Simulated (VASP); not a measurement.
Data:

```yaml
crystal:
  lattice:
    - [4.46827, 0.00000, 0.00000]
    - [0.00000, 4.46827, 0.00000]
    - [0.00000, 0.00000, 2.98497]
  atoms:
    - { symbol: Mg, position: [0.00000, 0.00000, 0.00000] }
    - { symbol: Mg, position: [0.50000, 0.50000, 0.50000] }
    - { symbol: H, position: [0.30443, 0.30443, 0.00000] }
    - { symbol: H, position: [0.80443, 0.19557, 0.50000] }
    - { symbol: H, position: [0.19557, 0.80443, 0.50000] }
    - { symbol: H, position: [0.69557, 0.69557, 0.00000] }
```

Calculation: r2SCAN meta-GGA, VASP's PBE PAW potentials (set 64) (plane waves; VASP). Settings: 400 eV cut-off, 6×6×8 Γ-centred mesh, tetrahedra with Blöchl corrections, potentials Mg H.

The cores are frozen, which limits the accuracy of field gradients.

### Question
Give the principal components of the electric field gradient (V/Å²) and the asymmetry η at each nucleus.

### Answer

```json
[
 {"atom": "Mg1", "Vxx": "5.8", "Vyy": "0.3", "Vzz": "-6.0", "η": "0.91"},
 {"atom": "Mg2", "Vxx": "5.8", "Vyy": "0.3", "Vzz": "-6.0", "η": "0.91"},
 {"atom": "H3", "Vxx": "4.5", "Vyy": "1.1", "Vzz": "-5.6", "η": "0.60"},
 {"atom": "H4", "Vxx": "4.5", "Vyy": "1.1", "Vzz": "-5.6", "η": "0.60"},
 {"atom": "H5", "Vxx": "4.5", "Vyy": "1.1", "Vzz": "-5.6", "η": "0.60"},
 {"atom": "H6", "Vxx": "4.5", "Vyy": "1.1", "Vzz": "-5.6", "η": "0.60"}
]
```

The compound is MgH2 in the rutile structure. It was relaxed first.
